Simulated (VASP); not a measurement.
AlP (zinc blende): the cohesive energy from VASP (plane waves, PAW) at several levels of theory. Atoms are spin-polarised in a large box without symmetry, with the spin fixed by Hund's rule, and may not be in the lowest state of each functional; no zero-point energy is added.

| level | cohesive energy (eV/atom) | error against measurement |
|---|---|---|
| RPBE | 3.78 | -12.5 % |
| PBE-D3(BJ) | 4.39 | +1.7 % |

Measured: 4.32 eV/atom at 0 K (as given by Daniel Mejia-Rodriguez et al., Physical Review B (2018), arXiv:1807.09216; static lattice: zero-point vibration energy added).

The cell of the RPBE run:

```xyz
2
Lattice="0.0000 2.7695 2.7695 2.7695 0.0000 2.7695 2.7695 2.7695 0.0000" Properties=species:S:1:pos:R:3 pbc="T T T"
Al     0.0000     0.0000     0.0000
P      1.3848     1.3848     1.3848
```

Only levels that ran to the end are used. Left out are those held back, those with too coarse a band path, GW runs whose mesh misses a band edge, hybrids' fits of cells that aren't cubic and levels without matching references; a question may draw on a part of the rest.
